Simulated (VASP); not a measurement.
These are PBE GGA with spin-orbit coupling, VASP's PBE PAW potentials (set 64) (plane waves; VASP 6.6.1) values and carry that method's errors.

A VASP calculation is set up with these files.

### INCAR
```
ALGO = Normal
EDIFF = 1E-6
ENCUT = 300
GGA = PE
GGA_COMPAT = .FALSE.
ISIF = 2
ISMEAR = -1
LASPH = .TRUE.
LCHARG = .FALSE.
LMAXMIX = 6
LNONCOLLINEAR = .TRUE.
LORBIT = 11
LREAL = .FALSE.
LSORBIT = .TRUE.
LWAVE = .FALSE.
MAGMOM = 12*0.0
NELM = 100
PREC = Accurate
SIGMA = 0.1
SYSTEM = CaIr3
```

POSCAR:
```
CaIr3
1
    4.2903220000     0.0000000000     0.0000000000
    0.0000000000     4.2903220000     0.0000000000
    0.0000000000     0.0000000000     4.2903220000
Ir Ca
3 1
Direct
 -0.0051050000   0.5022960000   0.4911570000
  0.5039970000   0.4998840000   0.0030520000
  0.5011400000  -0.0079650000   0.4999980000
 -0.0000320000   0.0057850000   0.0057940000
```

### KPOINTS
```
Automatic mesh
0
Gamma
4 4 4
0 0 0
```

POTCAR, in this order: Ir Ca_sv (PBE.64 set). Program: vasp_ncl.

Output

OSZICAR:
```
       N       E                     dE             d eps       ncg     rms          rms(c)
DAV:   1     0.266391762276E+03    0.26639E+03   -0.12389E+04  5680   0.109E+03
DAV:   2    -0.565978296138E+01   -0.27205E+03   -0.26479E+03  5664   0.419E+02
DAV:   3    -0.296455564039E+02   -0.23986E+02   -0.22685E+02  9728   0.914E+01
DAV:   4    -0.314122402554E+02   -0.17667E+01   -0.17031E+01  8816   0.248E+01
DAV:   5    -0.314706865735E+02   -0.58446E-01   -0.58149E-01  8880   0.409E+00    0.148E+01
DAV:   6    -0.285483939749E+02    0.29223E+01   -0.29695E+01  8004   0.376E+01    0.110E+01
DAV:   7    -0.284189376942E+02    0.12946E+00   -0.13098E+00  7944   0.924E+00    0.539E+00
DAV:   8    -0.283864491725E+02    0.32489E-01   -0.93268E-02  8240   0.255E+00    0.272E+00
DAV:   9    -0.283810677149E+02    0.53815E-02   -0.10415E-01  9044   0.315E+00    0.916E-01
DAV:  10    -0.283728459922E+02    0.82217E-02   -0.58203E-02  9340   0.255E+00    0.337E-01
DAV:  11    -0.283708986087E+02    0.19474E-02   -0.73849E-03  8352   0.824E-01    0.111E-01
DAV:  12    -0.283708649287E+02    0.33680E-04   -0.88564E-04  7972   0.280E-01    0.762E-02
DAV:  13    -0.283708691377E+02   -0.42090E-05   -0.27599E-04  9032   0.186E-01    0.473E-02
DAV:  14    -0.283708614830E+02    0.76547E-05   -0.57041E-05  8356   0.813E-02    0.126E-02
DAV:  15    -0.283708617829E+02   -0.29997E-06   -0.67068E-06  7200   0.213E-02
   1 F= -.28370862E+02 E0= -.28292310E+02  d E =-.157104E+00  mag=     0.0000     0.0000    -0.0000
```

### OUTCAR
```
------------------------ aborting loop because EDIFF is reached ----------------------------------------
  FORCE on cell =-STRESS in cart. coord.  units (eV):
  Direction    XX          YY          ZZ          XY          YZ          ZX
  --------------------------------------------------------------------------------------
  Total      -10.6182311    -10.5729252    -10.6068793     -0.0308600      0.0192469      0.0275697
  in kB     -215.4235058   -214.5043372   -215.1931993     -0.6260911      0.3904830      0.5593366
  external PRESSURE =    -215.0403474 kB  Pullay stress =       0.0000000 kB
  volume of cell :       78.97
      direct lattice vectors                 reciprocal lattice vectors
     4.290322000  0.000000000  0.000000000     0.233082738  0.000000000  0.000000000
     0.000000000  4.290322000  0.000000000     0.000000000  0.233082738  0.000000000
     0.000000000  0.000000000  4.290322000     0.000000000  0.000000000  0.233082738
 POSITION                                       TOTAL-FORCE (eV/Angst)
 -----------------------------------------------------------------------------------
      4.26842      2.15501      2.10722        -0.060610      0.085453      0.167206
      2.16231      2.14466      0.01309        -0.026247      0.113174      0.049856
      2.15005      4.25615      2.14515         0.006908     -0.084493      0.065792
      4.29018      0.02482      0.02486         0.079949     -0.114134     -0.282853
 -----------------------------------------------------------------------------------
    total drift:                               -0.000050      0.000125     -0.000158
  FREE ENERGIE OF THE ION-ELECTRON SYSTEM (eV)
  ---------------------------------------------------
  free  energy   TOTEN  =       -28.3708617829 eV

  energy  without entropy=      -28.2137577284  energy(sigma->0) =      -28.29230976

 total charge

# of ion       s       p       d       tot
------------------------------------------
    1        0.598   0.341   6.843   7.782
    2        0.598   0.341   6.843   7.781
    3        0.597   0.340   6.843   7.781
    4        2.057   5.868   0.328   8.253
--------------------------------------------------
tot          3.850   6.890  20.857  31.597

 magnetization (x)

# of ion       s       p       d       tot
------------------------------------------
    1        0.000   0.000   0.000   0.000
    2        0.000   0.000   0.000   0.000
    3        0.000   0.000   0.000   0.000
    4       -0.000   0.000  -0.000  -0.000
--------------------------------------------------
tot          0.000   0.000   0.000   0.000

 magnetization (y)

# of ion       s       p       d       tot
------------------------------------------
    1        0.000  -0.000  -0.000  -0.000
    2       -0.000  -0.000   0.000   0.000
    3        0.000   0.000   0.000   0.000
    4       -0.000  -0.000   0.000  -0.000
--------------------------------------------------
tot          0.000  -0.000   0.000   0.000

 magnetization (z)

# of ion       s       p       d       tot
------------------------------------------
    1        0.000   0.000  -0.000  -0.000
    2       -0.000  -0.000  -0.000  -0.000
    3       -0.000   0.000   0.000   0.000
    4       -0.000   0.000  -0.000  -0.000
--------------------------------------------------
tot          0.000   0.000  -0.000  -0.000

 Ion:    1  E_soc:     -0.8573532

 Ion:    2  E_soc:     -0.8578546

 Ion:    3  E_soc:     -0.8582028

 Ion:    4  E_soc:     -0.0069737
```
(Selected blocks of OUTCAR.)

At this cut-off the stress carries a Pulay error, which pulls relaxed volumes low.

The structure was generated: CaIr3 was put into an ordered model structure, which need not be its known phase. The cell was not relaxed at this level, atoms are displaced from their ideal sites. The k-mesh is coarse (spacing up to 0.37 per Å, 2π included), so the numbers may not be converged in it. The run is one of a series of settings (GGA_COMPAT = .FALSE., LNONCOLLINEAR = .TRUE., LSORBIT = .TRUE., MAGMOM = 0.0 0.0 0.0 0.0 0.0 0.0 0.0 0.0 0.0 0.0 0.0 0.0, program vasp_ncl against the base run), some of them coarse on purpose.
